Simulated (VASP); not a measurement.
Crystal: NaF.

```
Na F
1.0
     0.00000    2.32000    2.32000
     2.32000    0.00000    2.32000
     2.32000    2.32000    0.00000
Na F
1 1
Cartesian
  0.0000 0.0000 0.0000
  2.3200 2.3200 2.3200
```

- Program: VASP 6.6.1
- Task: relaxation of cell and atoms
- Functional: PBE
- Potentials or basis: VASP PAW PBE potentials, release 64 (Na_pv, F)
- Cutoff: 600 eV
- k mesh: 8 × 8 × 8
- Occupations: gaussian, width 0.02 eV
- Spin: no spin polarisation

At the start: pressure 1.7 GPa; volume 12.49 Å³/atom.

Where does the relaxation end?

Over 4 steps the energy falls by 2.3 meV/atom and the volume is 12.94 Å³/atom (+3.6 %); space group Fm-3m (No. 225, to 0.05 Å).

The path:
```csv
step,energy change (eV),largest force (eV/Å),pressure (GPa),volume (Å³)
1,0.0000,0.0000,1.69,24.97
2,-0.0036,0.0000,0.83,25.45
3,-0.0046,0.0000,-0.12,25.94
4,-0.0046,0.0000,-0.04,25.88
```

Final structure:
```yaml
crystal:
  lattice:
    - [0.00000, 2.34764, 2.34764]
    - [2.34764, 0.00000, 2.34764]
    - [2.34764, 2.34764, 0.00000]
  atoms:
    - { symbol: Na, position: [0.00000, 0.00000, 0.00000] }
    - { symbol: F, position: [0.50000, 0.50000, 0.50000] }
```
